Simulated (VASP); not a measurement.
Here is the system:

```yaml
crystal:
  lattice:
    - [0.00000, 2.00858, 2.00858]
    - [2.00858, 0.00000, 2.00858]
    - [2.00858, 2.00858, 0.00000]
  atoms:
    - { symbol: Al, position: [0.00000, 0.00000, 0.00000] }
```

All values below come from PBE GGA with D3 dispersion (Becke-Johnson damping), VASP's PBE PAW potentials (set 64) (plane waves; VASP 6.6.1). Run with 520 eV cut-off, 16×16×16 Γ-centred mesh, first-order Methfessel-Paxton smearing of 0.10 eV, potentials Al.

Task: Predict the energy per atom (σ→0), pressure, band gap (on the k-mesh) with the smallest direct gap where there is one.

Result: 
```yaml
band gap (on the k-mesh): none (metal, semimetal or under 0.01 eV)
energy per atom (σ→0): -4.093 eV/atom
pressure: -2.16 GPa
```

The compound is Al in the fcc structure. This cell is one point of a volume scan, at 1.03 of the reference volume.
